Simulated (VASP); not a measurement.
OSZICAR of a VASP run on Si:

### OSZICAR
```
...
DAV:   7    -0.673749011573E+02    0.23301E+01   -0.69144E-01   802   0.464E+00    0.116E+00
DAV:   8    -0.691267978743E+02   -0.17519E+01   -0.38170E-01   722   0.391E+00    0.747E-01
DAV:   9    -0.685709156292E+02    0.55588E+00   -0.23595E-02   857   0.112E+00    0.465E-01
DAV:  10    -0.682664387444E+02    0.30448E+00   -0.19593E-02   772   0.912E-01    0.118E-01
DAV:  11    -0.672922125296E+02    0.97423E+00   -0.68015E-02   702   0.212E+00    0.100E-01
DAV:  12    -0.671413349927E+02    0.15088E+00   -0.29540E-03   787   0.456E-01    0.772E-02
DAV:  13    -0.670428449165E+02    0.98490E-01   -0.57358E-04   795   0.197E-01    0.542E-02
DAV:  14    -0.657648752235E+02    0.12780E+01   -0.10193E-01   672   0.258E+00    0.674E-02
DAV:  15    -0.657614536616E+02    0.34216E-02   -0.11413E-03   884   0.196E-01    0.659E-02
DAV:  16    -0.657507340902E+02    0.10720E-01   -0.68249E-05   908   0.691E-02    0.671E-02
DAV:  17    -0.657079205578E+02    0.42814E-01   -0.23653E-04   757   0.143E-01    0.690E-02
DAV:  18    -0.657627668717E+02   -0.54846E-01   -0.49944E-04   712   0.199E-01    0.757E-02
DAV:  19    -0.657685053347E+02   -0.57385E-02   -0.54776E-04   841   0.124E-01    0.229E-01
DAV:  20    -0.655008885105E+02    0.26762E+00   -0.15571E-02   682   0.119E+00    0.357E-01
DAV:  21    -0.654303539371E+02    0.70535E-01   -0.10166E-02   692   0.989E-01    0.390E-01
DAV:  22    -0.654598111953E+02   -0.29457E-01   -0.37280E-03   687   0.581E-01    0.321E-01
DAV:  23    -0.654078879254E+02    0.51923E-01   -0.91984E-03   682   0.900E-01    0.261E-01
DAV:  24    -0.656736520409E+02   -0.26576E+00   -0.11836E-01   682   0.244E+00    0.290E-01
DAV:  25    -0.656666146297E+02    0.70374E-02   -0.20449E-03   971   0.275E-01    0.300E-01
DAV:  26    -0.656769450469E+02   -0.10330E-01   -0.43923E-04   787   0.170E-01    0.303E-01
DAV:  27    -0.656718747614E+02    0.50703E-02   -0.14929E-04   787   0.113E-01    0.279E-01
DAV:  28    -0.656660891394E+02    0.57856E-02   -0.15345E-04   712   0.112E-01    0.265E-01
DAV:  29    -0.656535166208E+02    0.12573E-01   -0.69707E-04   692   0.252E-01    0.251E-01
DAV:  30    -0.657006626033E+02   -0.47146E-01   -0.11650E-02   682   0.910E-01    0.279E-01
DAV:  31    -0.656972742183E+02    0.33884E-02   -0.38469E-04   795   0.138E-01    0.240E-01
DAV:  32    -0.656710026059E+02    0.26272E-01   -0.42302E-03   682   0.554E-01    0.233E-01
DAV:  33    -0.656756844283E+02   -0.46818E-02   -0.14431E-04   722   0.865E-02    0.233E-01
DAV:  34    -0.656836545207E+02   -0.79701E-02   -0.42212E-04   687   0.179E-01    0.232E-01
DAV:  35    -0.657100670127E+02   -0.26412E-01   -0.50738E-03   732   0.625E-01    0.202E-01
DAV:  36    -0.657127593494E+02   -0.26923E-02   -0.28813E-04   879   0.136E-01    0.184E-01
DAV:  37    -0.657118605208E+02    0.89883E-03   -0.21503E-05   679   0.386E-02    0.170E-01
DAV:  38    -0.657124871182E+02   -0.62660E-03   -0.12080E-05   526   0.306E-02    0.173E-01
DAV:  39    -0.657154487836E+02   -0.29617E-02   -0.59697E-04   687   0.206E-01    0.122E-01
DAV:  40    -0.657170873909E+02   -0.16386E-02   -0.96125E-05   800   0.807E-02    0.121E-01
DAV:  41    -0.657244347592E+02   -0.73474E-02   -0.76766E-04   682   0.245E-01    0.123E-01
DAV:  42    -0.657243768566E+02    0.57903E-04   -0.20668E-05   681   0.378E-02    0.125E-01
DAV:  43    -0.657355399752E+02   -0.11163E-01   -0.30636E-03   682   0.495E-01    0.116E-01
DAV:  44    -0.657405554815E+02   -0.50155E-02   -0.42948E-03   697   0.589E-01    0.101E-01
DAV:  45    -0.657403962136E+02    0.15927E-03   -0.14075E-04  1040   0.765E-02    0.103E-01
DAV:  46    -0.657383157805E+02    0.20804E-02   -0.13448E-03   677   0.335E-01    0.106E-01
DAV:  47    -0.657307155205E+02    0.76003E-02   -0.10041E-02   672   0.849E-01    0.877E-02
DAV:  48    -0.657314688691E+02   -0.75335E-03   -0.20892E-04   905   0.904E-02    0.891E-02
DAV:  49    -0.657315135779E+02   -0.44709E-04   -0.51773E-04   702   0.206E-01    0.915E-02
DAV:  50    -0.657324958775E+02   -0.98230E-03   -0.10954E-03   672   0.311E-01    0.936E-02
DAV:  51    -0.657311196760E+02    0.13762E-02   -0.32983E-03   677   0.525E-01    0.113E-01
DAV:  52    -0.657311038885E+02    0.15787E-04   -0.81457E-05   934   0.509E-02    0.114E-01
DAV:  53    -0.657311186252E+02   -0.14737E-04   -0.14635E-06   481   0.101E-02    0.113E-01
DAV:  54    -0.657311678871E+02   -0.49262E-04   -0.46848E-05   629   0.623E-02    0.115E-01
DAV:  55    -0.657308028827E+02    0.36500E-03   -0.17071E-04   677   0.124E-01    0.116E-01
DAV:  56    -0.657311095610E+02   -0.30668E-03   -0.52889E-03   707   0.646E-01    0.118E-01
DAV:  57    -0.657289603765E+02    0.21492E-02   -0.70757E-04   868   0.215E-01    0.105E-01
DAV:  58    -0.657290731998E+02   -0.11282E-03   -0.30210E-05   730   0.362E-02    0.102E-01
DAV:  59    -0.657303192177E+02   -0.12460E-02   -0.32404E-05   623   0.528E-02    0.103E-01
DAV:  60    -0.657309595376E+02   -0.64032E-03   -0.12536E-03   672   0.346E-01    0.100E-01
DAV:  61    -0.657307833962E+02    0.17614E-03   -0.76603E-03   677   0.783E-01    0.838E-02
DAV:  62    -0.657314322617E+02   -0.64887E-03   -0.11742E-03   767   0.284E-01    0.704E-02
DAV:  63    -0.657270907871E+02    0.43415E-02   -0.84679E-03   672   0.732E-01    0.717E-02
DAV:  64    -0.657268579072E+02    0.23288E-03   -0.28123E-04   926   0.124E-01    0.721E-02
DAV:  65    -0.657268614644E+02   -0.35571E-05   -0.31488E-05   664   0.487E-02
   1 F= -.65726861E+02 E0= -.65727081E+02  d E =-.657269E+02
       N       E                     dE             d eps       ncg     rms          rms(c)
DAV:   1    -0.657328072937E+02   -0.59494E-02   -0.56363E-02   702   0.139E+00    0.129E-01
DAV:   2    -0.657326775783E+02    0.12972E-03   -0.39719E-03   883   0.384E-01    0.918E-02
DAV:   3    -0.657327864635E+02   -0.10889E-03   -0.47583E-04   904   0.179E-01    0.320E-02
DAV:   4    -0.657315930013E+02    0.11935E-02   -0.73706E-04   682   0.246E-01    0.133E-02
DAV:   5    -0.657319562701E+02   -0.36327E-03   -0.10252E-03   672   0.310E-01    0.982E-03
DAV:   6    -0.657309416532E+02    0.10146E-02   -0.12643E-04   777   0.953E-02    0.847E-03
DAV:   7    -0.657308644304E+02    0.77223E-04   -0.17636E-05   674   0.364E-02    0.841E-03
DAV:   8    -0.657299471695E+02    0.91726E-03   -0.35036E-04   677   0.155E-01    0.741E-03
DAV:   9    -0.657279962888E+02    0.19509E-02   -0.22791E-03   672   0.379E-01    0.666E-03
DAV:  10    -0.657279925799E+02    0.37090E-05   -0.20205E-05   745   0.252E-02
   2 F= -.65727993E+02 E0= -.65727983E+02  d E =-.113112E-02
       N       E                     dE             d eps       ncg     rms          rms(c)
DAV:   1    -0.657280885832E+02   -0.92294E-04   -0.28612E-04   755   0.920E-02    0.858E-03
DAV:   2    -0.657276463208E+02    0.44226E-03   -0.20572E-04   672   0.140E-01    0.428E-03
DAV:   3    -0.657274948142E+02    0.15151E-03   -0.19671E-04   672   0.125E-01    0.486E-03
DAV:   4    -0.657273746530E+02    0.12016E-03   -0.28928E-05   624   0.487E-02    0.430E-03
DAV:   5    -0.657271125304E+02    0.26212E-03   -0.36802E-04   672   0.164E-01    0.385E-03
DAV:   6    -0.657267183409E+02    0.39419E-03   -0.46271E-04   672   0.184E-01    0.231E-03
DAV:   7    -0.657264478840E+02    0.27046E-03   -0.31335E-04   672   0.150E-01    0.141E-03
DAV:   8    -0.657263768654E+02    0.71019E-04   -0.33080E-04   672   0.159E-01    0.905E-04
DAV:   9    -0.657266539770E+02   -0.27711E-03   -0.11129E-04   672   0.808E-02    0.760E-04
DAV:  10    -0.657266156142E+02    0.38363E-04   -0.14145E-04   672   0.105E-01    0.676E-04
DAV:  11    -0.657266505292E+02   -0.34915E-04   -0.19836E-05   549   0.351E-02    0.740E-04
DAV:  12    -0.657266864709E+02   -0.35942E-04   -0.34944E-05   544   0.451E-02    0.375E-04
DAV:  13    -0.657266990902E+02   -0.12619E-04   -0.37894E-05   576   0.420E-02    0.258E-04
DAV:  14    -0.657267035530E+02   -0.44628E-05   -0.10447E-05   539   0.235E-02
   3 F= -.65726704E+02 E0= -.65726608E+02  d E =0.157911E-03
       N       E                     dE             d eps       ncg     rms          rms(c)
DAV:   1    -0.657269645253E+02   -0.26544E-03   -0.47926E-03   672   0.335E-01    0.276E-02
DAV:   2    -0.657269238331E+02    0.40692E-04   -0.31422E-04   980   0.935E-02    0.124E-02
DAV:   3    -0.657269690705E+02   -0.45237E-04   -0.21148E-05   609   0.318E-02    0.855E-03
DAV:   4    -0.657270109533E+02   -0.41883E-04   -0.33168E-05   573   0.403E-02    0.328E-03
DAV:   5    -0.657270136109E+02   -0.26576E-05   -0.34989E-06   441   0.173E-02
   4 F= -.65727014E+02 E0= -.65726933E+02  d E =-.310058E-03
       N       E                     dE             d eps       ncg     rms          rms(c)
DAV:   1    -0.657270766144E+02   -0.65661E-04   -0.10292E-02   672   0.492E-01    0.403E-02
DAV:   2    -0.657270277427E+02    0.48872E-04   -0.68488E-04   980   0.137E-01    0.189E-02
DAV:   3    -0.657271092657E+02   -0.81523E-04   -0.46527E-05   700   0.456E-02    0.141E-02
DAV:   4    -0.657271723159E+02   -0.63050E-04   -0.43538E-05   660   0.436E-02    0.609E-03
DAV:   5    -0.657271691421E+02    0.31738E-05   -0.14054E-05   604   0.275E-02
   5 F= -.65727169E+02 E0= -.65727109E+02  d E =-.465589E-03
       N       E                     dE             d eps       ncg     rms          rms(c)
DAV:   1    -0.657273622964E+02   -0.18998E-03   -0.68378E-03   672   0.422E-01    0.330E-02
DAV:   2    -0.657273230592E+02    0.39237E-04   -0.45044E-04   905   0.121E-01    0.146E-02
DAV:   3    -0.657273250992E+02   -0.20400E-05   -0.13939E-05   568   0.300E-02    0.944E-03
DAV:   4    -0.657273910160E+02   -0.65917E-04   -0.36528E-05   620   0.421E-02    0.346E-03
DAV:   5    -0.657274207497E+02   -0.29734E-04   -0.12067E-05   558   0.245E-02    0.135E-03
DAV:   6    -0.657274240261E+02   -0.32764E-05   -0.23243E-06   376   0.139E-02
   6 F= -.65727424E+02 E0= -.65727362E+02  d E =-.254884E-03
```

Q: Which electronic solver shows in the log?

A: It is blocked Davidson (ALGO = Normal, or the opening steps of other solvers). The INCAR had ALGO = Normal.

Q: Can the final energy be trusted as converged?

A: Self-consistency was reached. It stopped with EDIFF = 1E-5, NELM = 100, NSW = 50 and EDIFFG = -0.03 after 6 ionic steps (r2SCAN meta-GGA, plane waves, VASP's PBE PAW potentials (set 64)).

The cell is a thin slab with vacuum, built from Si (diamond): (100) face.
